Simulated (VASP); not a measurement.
Consider the following.

```xyz
4
Lattice="3.2496 0.0000 0.0000 -1.6248 2.8142 0.0000 0.0000 0.0000 6.5152" Properties=species:S:1:pos:R:3 pbc="T T T"
Sn     3.2496     0.0000     0.0000
Sn     3.2496     0.0000     3.2576
O      0.0000     1.8761     1.6288
O      1.6248     0.9381     4.8864
```

Level of theory: PBEsol GGA, VASP's PBE PAW potentials (set 64) (plane waves; VASP 6.6.1). Numerical set-up: 620 eV cut-off, 11×11×5 Γ-centred mesh, first-order Methfessel-Paxton smearing of 0.10 eV, potentials Sn_d O.

Energy and stress use the plane-wave basis of the starting cell.

Task: The ions, cell shape and volume at an external pressure of 10.0 GPa are relaxed. What does this cell relax into?

Result: 
```xyz
4
Lattice="3.1639 0.0000 0.0000 -1.5820 2.7401 0.0000 0.0000 0.0000 6.5502" Properties=species:S:1:pos:R:3 pbc="T T T"
Sn     0.0000     0.0000     0.0000
Sn     0.0000     0.0000     3.2751
O      0.0000     1.8267     1.6376
O      1.5820     0.9134     4.9127
```
Space group P6_3/mmc (194), at a tolerance of 0.03 Å.

Task: How do energy and volume change from the first to the last step?

Result: The energy (σ→0) changes by +32.0 meV/atom and the volume by -4.7 %, in 5 ionic steps.

The structure was generated: SnO was put into the NiAs type type (P6_3/mmc), which need not be its known phase. This run relaxes it under an external pressure of 10 GPa. Symmetry was kept, so distortions that lower it aren't found.
